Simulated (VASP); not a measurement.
Method: PBEsol GGA, VASP's PBE PAW potentials (set 64) (plane waves; VASP 6.6.1).

The input files of a VASP run:

File KPOINTS:
```
Automatic mesh
0
Gamma
14 14 14
0 0 0
```

### INCAR
```
# general
SYSTEM   =  WSi2
PREC     =  Accurate
ENCUT    =  300
LREAL    =  .FALSE.
LASPH    =  .TRUE.

# electronic loop
EDIFF    =  1E-6   # SCF stop (eV)
NELM     =  100   # most electronic steps
ALGO     =  Normal   # blocked Davidson
LMAXMIX  =  6   # l cut-off of mixed one-centre charges

# smearing
ISMEAR   =  0   # Gaussian
SIGMA    =  0.05

# functional
GGA      =  PS   # PBEsol

# ions
ISIF     =  2   # forces and stress, cell fixed

# output
LWAVE    =  .FALSE.
LCHARG   =  .FALSE.
```

POSCAR:
```
WSi2
1
   -1.6287540000     1.6287540000     3.9729420000
    1.6287540000    -1.6287540000     3.9729420000
    1.6287540000     1.6287540000    -3.9729420000
Si W
2 1
Direct
  0.6650000000   0.6650000000   0.0000000000
  0.3350000000   0.3350000000   0.0000000000
  0.0000000000   0.0000000000   0.0000000000
```

POTCAR, in this order: Si W_sv (PBE.64 set). Program: vasp_std.

The resulting files:

**OUTCAR**
```
 ion  position               nearest neighbor table
   1  0.665  0.665  0.000-   2 2.62   3 2.65   3 2.65   3 2.65   3 2.65   3 2.66   2 2.67   2 2.67
                             2 2.67   2 2.67
   2  0.335  0.335  0.000-   1 2.62   3 2.65   3 2.65   3 2.65   3 2.65   3 2.66   1 2.67   1 2.67
                             1 2.67   1 2.67
   3  0.000  0.000  0.000-   1 2.65   1 2.65   1 2.65   2 2.65   1 2.65   2 2.65   2 2.65   2 2.65
                             1 2.66   2 2.66
  LATTYP: Found a body centered tetragonal cell.
 ALAT       =     3.2575080000
 C/A-ratio  =     2.4392523364
 Subroutine PRICEL returns:
 Original cell was already a primitive cell.
 Subroutine GETGRP returns: Found 16 space group operations
The static configuration has the point symmetry D_4h.
The dynamic configuration has the point symmetry D_4h.
 Subroutine INISYM returns: Found 16 space group operations
 Subroutine IBZKPT returns following result:
 Found    244 irreducible k-points:

 Following reciprocal coordinates:
            Coordinates               Weight
  0.000000  0.000000  0.000000      1.000000
  0.071429  0.000000 -0.000000      8.000000
  0.142857  0.000000 -0.000000      8.000000
  0.214286  0.000000 -0.000000      8.000000
  0.285714  0.000000 -0.000000      8.000000
  0.357143  0.000000 -0.000000      8.000000
  0.428571  0.000000 -0.000000      8.000000
  0.500000  0.000000 -0.000000      4.000000
  0.071429  0.071429 -0.000000      8.000000
  0.142857  0.071429  0.000000     16.000000
  0.214286  0.071429 -0.000000     16.000000
  0.285714  0.071429 -0.000000     16.000000
  0.357143  0.071429 -0.000000     16.000000
  0.428571  0.071429 -0.000000     16.000000
  0.500000  0.071429 -0.000000     16.000000
 -0.428571  0.071429  0.000000     16.000000
 -0.357143  0.071429  0.000000     16.000000
 -0.285714  0.071429  0.000000     16.000000
 -0.214286  0.071429  0.000000     16.000000
 -0.142857  0.071429  0.000000     16.000000
 -0.071429  0.071429  0.000000      4.000000
  0.142857  0.142857 -0.000000      8.000000
  0.214286  0.142857 -0.000000     16.000000
  0.285714  0.142857 -0.000000     16.000000
  0.357143  0.142857 -0.000000     16.000000
  0.428571  0.142857  0.000000     16.000000
  0.500000  0.142857 -0.000000     16.000000
 -0.428571  0.142857  0.000000     16.000000
 -0.357143  0.142857  0.000000     16.000000
 -0.285714  0.142857  0.000000     16.000000
 -0.214286  0.142857  0.000000     16.000000
 -0.142857  0.142857  0.000000      4.000000
  0.214286  0.214286 -0.000000      8.000000
  0.285714  0.214286 -0.000000     16.000000
  0.357143  0.214286  0.000000     16.000000
  0.428571  0.214286 -0.000000     16.000000
  0.500000  0.214286  0.000000     16.000000
 -0.428571  0.214286  0.000000     16.000000
 -0.357143  0.214286  0.000000     16.000000
 -0.285714  0.214286  0.000000     16.000000
   k-points           NKPTS =    244   k-points in BZ     NKDIM =    244   number of bands    NBANDS=     15
   number of dos      NEDOS =    301   number of ions     NIONS =      3
   total plane-waves  NPLWV =  21952
   dimension x,y,z NGX =    28 NGY =   28 NGZ =   28
   dimension x,y,z NGXF=    56 NGYF=   56 NGZF=   56
   ions per type =               2   1
   PREC   = accura    normal or accurate (medium, high low for compatibility)
   ISTART =      0    job   : 0-new  1-cont  2-samecut
   ICHARG =      2    charge: 1-file 2-atom 10-const
   ISPIN  =      1    spin polarized calculation?
   LNONCOLLINEAR =      F non collinear calculations
   LSORBIT =      F    spin-orbit coupling
   INIWAV =      1    electr: 0-lowe 1-rand  2-diag
   ENCUT  =  300.0 eV  22.05 Ry    4.70 a.u.   6.49  6.49  6.49*2*pi/ulx,y,z
...
```

File OSZICAR:
```
       N       E                     dE             d eps       ncg     rms          rms(c)
DAV:   1     0.864992208743E+02    0.86499E+02   -0.81537E+03  7390   0.997E+02
DAV:   2    -0.248899852926E+02   -0.11139E+03   -0.10999E+03  8699   0.277E+02
DAV:   3    -0.274687752957E+02   -0.25788E+01   -0.25159E+01  9630   0.399E+01
DAV:   4    -0.274871815355E+02   -0.18406E-01   -0.18385E-01  8552   0.376E+00
DAV:   5    -0.274873932075E+02   -0.21167E-03   -0.21167E-03  9700   0.385E-01    0.240E+01
DAV:   6    -0.266893704537E+02    0.79802E+00   -0.49015E+00  8825   0.159E+01    0.793E+00
DAV:   7    -0.265896426512E+02    0.99728E-01   -0.38103E-01  8342   0.349E+00    0.445E+00
DAV:   8    -0.265608580343E+02    0.28785E-01   -0.61539E-02  9448   0.207E+00    0.296E-01
DAV:   9    -0.265602857720E+02    0.57226E-03   -0.14692E-03  8797   0.299E-01    0.175E-01
DAV:  10    -0.265601419448E+02    0.14383E-03   -0.35740E-04  8909   0.186E-01    0.381E-02
DAV:  11    -0.265601346791E+02    0.72657E-05   -0.39560E-05  9182   0.497E-02    0.155E-02
DAV:  12    -0.265601346648E+02    0.14356E-07   -0.15773E-06  6085   0.856E-03
   1 F= -.26560135E+02 E0= -.26560010E+02  d E =-.248442E-03
```

**OUTCAR**
```
------------------------ aborting loop because EDIFF is reached ----------------------------------------
  FORCE on cell =-STRESS in cart. coord.  units (eV):
  Direction    XX          YY          ZZ          XY          YZ          ZX
  --------------------------------------------------------------------------------------
  Total       -2.7343870     -2.7343870     -3.0612825      0.0000000      0.0000000     -0.0000000
  in kB     -103.9171826   -103.9171826   -116.3404637      0.0000000      0.0000000     -0.0000000
  external PRESSURE =    -108.0582763 kB  Pullay stress =       0.0000000 kB
  volume of cell :       42.16
      direct lattice vectors                 reciprocal lattice vectors
    -1.628754000  1.628754000  3.972942000     0.000000000  0.306983129  0.125851321
     1.628754000 -1.628754000  3.972942000     0.306983129  0.000000000  0.125851321
     1.628754000  1.628754000 -3.972942000     0.306983129  0.306983129  0.000000000
 POSITION                                       TOTAL-FORCE (eV/Angst)
 -----------------------------------------------------------------------------------
      0.00000      0.00000      5.28401        -0.000000     -0.000000     -0.064709
      0.00000      0.00000      2.66187        -0.000000     -0.000000      0.064709
      0.00000      0.00000      0.00000         0.000000      0.000000      0.000000
 -----------------------------------------------------------------------------------
    total drift:                                0.000000      0.000000     -0.000000
  FREE ENERGIE OF THE ION-ELECTRON SYSTEM (eV)
  ---------------------------------------------------
  free  energy   TOTEN  =       -26.5601346648 eV

  energy  without entropy=      -26.5598862225  energy(sigma->0) =      -26.56001044
```
(Selected blocks of OUTCAR.)

At this cut-off the stress carries a Pulay error, which pulls relaxed volumes low.

The structure is a typed WSi2 crystal. The cell was not relaxed at this level. The run is one of a series of settings (GGA = PS against the base run), some of them coarse on purpose.
